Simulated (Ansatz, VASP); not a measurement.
## Two plane-wave programs on Os2C3

```xyz
5
Lattice="3.2903 0.0000 0.0000 -1.6452 2.8495 0.0000 0.0000 0.0000 5.5441" Properties=species:S:1:pos:R:3 pbc="T T T"
Os    0.0000    1.8997    1.4530
Os    1.6452    0.9498    4.0911
C     0.0000    0.0000    0.0000
C     0.0000    1.8997    3.5224
C     1.6452    0.9498    2.0216
```

Alike in both runs: functional r2SCAN; k mesh 6 × 6 × 4; occupations gaussian, width 0.1 eV; no spin polarisation.

Ansatz relaxed the structure, and its values are those at the end. VASP's run is a single point on that final structure, the one shown.

|  | VASP | Ansatz |
| --- | --- | --- |
| version | VASP 6.6.1 | Ansatz 0.2.0 |
| potentials or method | VASP PAW PBE potentials, release 64 (Os, C) | scalar-relativistic, plane waves, PAW |
| plane-wave cutoff (eV) | 520 | 500 |
| valence electrons in the cell | 28 | 44 |

```tsv
	VASP	Ansatz	Ansatz less VASP
gap on the k mesh at the Fermi level (eV)	none	none	-
pressure (GPa)	3.4	0.1	-3.30
rms of the force components (eV/Å)	0.092	0.016	-0.0764
```

A gap of «none» marks a metal or a gap that the smearing closes. The two sets of potentials don't hold the same shells in valence.

Caveats: the k mesh is coarse (spacing up to 0.37 Å⁻¹), so the values aren't converged; the PAW data sets were made with another functional, which shifts forces and pressure a little (VASP). The runs have no spin-orbit coupling, so splittings on Os are missing.
